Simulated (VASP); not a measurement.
An input for Quantum ESPRESSO's pw.x (written as the equivalent of a VASP run, and not itself run):

```
&CONTROL
  calculation = 'vc-relax'
  pseudo_dir = './pseudo'
  outdir = './out'
  tprnfor = .true.
  tstress = .true.
  nstep = 60
  forc_conv_thr = 0.00078
/
&SYSTEM
  ibrav = 0
  nat = 4
  ntyp = 2
  ecutwfc = 72
  occupations = 'smearing'
  smearing = 'gaussian'
  degauss = 0.003675
  input_dft = 'pbesol'
/
&ELECTRONS
  conv_thr = 7.3e-08
  electron_maxstep = 100
/
&IONS
/
&CELL
/
ATOMIC_SPECIES
  Ca 40.078 Ca.upf
  Sn 118.710 Sn.upf
CELL_PARAMETERS angstrom
     4.9533647    0.0000000    0.0000000
     0.0000000    4.9533647   -0.0000000
    -0.0000000   -0.0000000    4.9533647
ATOMIC_POSITIONS crystal
  Ca   0.0000000  0.5000000  0.5000000
  Ca   0.5000000  0.0000000  0.5000000
  Ca   0.5000000  0.5000000  0.0000000
  Sn   0.0000000  0.0000000  0.0000000
K_POINTS automatic
  4 4 4 0 0 0
```

Task: Write the VASP files for the same calculation (PBEsol).

Result: Several could match; the one computed here: 
### KPOINTS
```
K-points
0
gamma
 4 4 4
```

File POSCAR:
```
Ca3Sn
1
    4.9533646689     0.0000000000     0.0000000000
    0.0000000000     4.9533646689    -0.0000000000
   -0.0000000000    -0.0000000000     4.9533646689
Ca Sn
3 1
Direct
  0.0000000000   0.5000000000   0.5000000000
  0.5000000000   0.0000000000   0.5000000000
  0.5000000000   0.5000000000   0.0000000000
  0.0000000000   0.0000000000   0.0000000000
```

**INCAR**
```
SYSTEM = Ca3Sn
PREC = Accurate
ENCUT = 400
EDIFF = 1E-6
NELM = 100
ALGO = Normal
LREAL = .FALSE.
LASPH = .TRUE.
ISMEAR = 0
SIGMA = 0.05
GGA = PS
LMAXMIX = 4
LWAVE = .FALSE.
LCHARG = .FALSE.
IBRION = 2
ISIF = 3
NSW = 60
EDIFFG = -0.02
```

POTCAR, in this order: Ca_sv Sn_d (PBE.64 set). Program: vasp_std.

Limits of the translation: the potentials are each code's own (VASP's PAW set, PseudoDojo norm-conserving files in pw.x), so ENCUT and ecutwfc are chosen apart and not converted; conv_thr bounds pw.x's estimated SCF error, while EDIFF bounds the energy change between steps; forc_conv_thr acts on force components and is met together with etot_conv_thr.

The structure comes from a computed database's Ca3Sn entry (Pm-3m); how it stands against other phases isn't given here. This run relaxes it. Symmetry was kept, so distortions that lower it aren't found. The k-mesh is coarse (spacing up to 0.32 per Å, 2π included), so the numbers may not be converged in it. The start is the result of an earlier pass.
